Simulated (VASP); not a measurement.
Wanted: the native input for a VASP 6.6.1 run.

```
Task                   : relaxation of cell and atoms
Functional             : r2SCAN
Dispersion             : rVV10
Potentials or basis    : VASP PAW PBE potentials, release 64 (N, Si, Mo_sv)
Cutoff                 : 600 eV
k mesh                 : 18 × 18 × 1
Occupations            : gaussian, width 0.03 eV
Spin                   : no spin polarisation
Dipole correction      : no
Further INCAR settings : ALGO = Normal; EDIFF = 1e-06; IBRION = 2; EDIFFG = -0.005; NSW = 60; ISIF = 3
```

The structure of Si2MoN4 lies in POSCAR:

```
Si2MoN4
1.0
    2.9100000000      0.0000000000      0.0000000000
   -1.4550000000      2.5201339300      0.0000000000
    0.0000000000      0.0000000000     23.0000000000
N Si Mo
4 2 1
Direct
    0.3333330000      0.6666670000      0.3478260900
    0.6666670000      0.3333330000      0.4456521700
    0.6666670000      0.3333330000      0.5543478300
    0.3333330000      0.6666670000      0.6521739100
    0.6666670000      0.3333330000      0.3695652200
    0.6666670000      0.3333330000      0.6304347800
    0.0000000000      0.0000000000      0.5000000000
```

The cell was built by a generator and needn't be a form met in nature.

The input as run:

INCAR

```
PREC = Accurate
ENCUT = 600
EDIFF = 1E-6
ISMEAR = 0
SIGMA = 0.03
LREAL = False
LASPH = True
NELM = 120
ALGO = Normal
ISIF = 3
LWAVE = False
LCHARG = False
METAGGA = R2SCAN
LMIXTAU = True
LUSE_VDW = True
IVDW_NL = 2
BPARAM = 11.95
CPARAM = 0.0093
IBRION = 2
NSW = 60
EDIFFG = -0.005
LATTICE_CONSTRAINTS = .TRUE. .TRUE. .FALSE.
KPAR = 4
```

KPOINTS

```
Automatic mesh
0
Gamma
  18 18 1
```

Potentials or basis: VASP PAW PBE potentials, release 64 (N, Si, Mo_sv).

Command:

```bash
$ cat potpaw_PBE.64/N/POTCAR potpaw_PBE.64/Si/POTCAR potpaw_PBE.64/Mo_sv/POTCAR > POTCAR
$ mpirun -np 4 vasp_std > vasp.out
```

It gave:

| Quantity | Value |
| --- | --- |
| Relaxed volume | 23.79 Å³/atom |
| Relaxed cell | a = 2.891 Å, b = 2.891 Å, c = 23.000 Å, α = 90.00°, β = 90.00°, γ = 120.00° |
| Space group after relaxing (to 0.05 Å) | P-6m2 (No. 187) |
| Energy gained by relaxing | 3.6 meV/atom |
| Ionic steps | 10 |
| Band gap on the k mesh | 1.92 eV, indirect (least direct gap 2.26 eV) |

Caveat: the PAW data sets were made with another functional, which shifts forces and pressure a little.

Run time: 52 min on 4 MPI ranks on Intel(R) Xeon(R) 6975P-C (Granite Rapids), on a shared host, peak memory 0.92 GiB a rank.
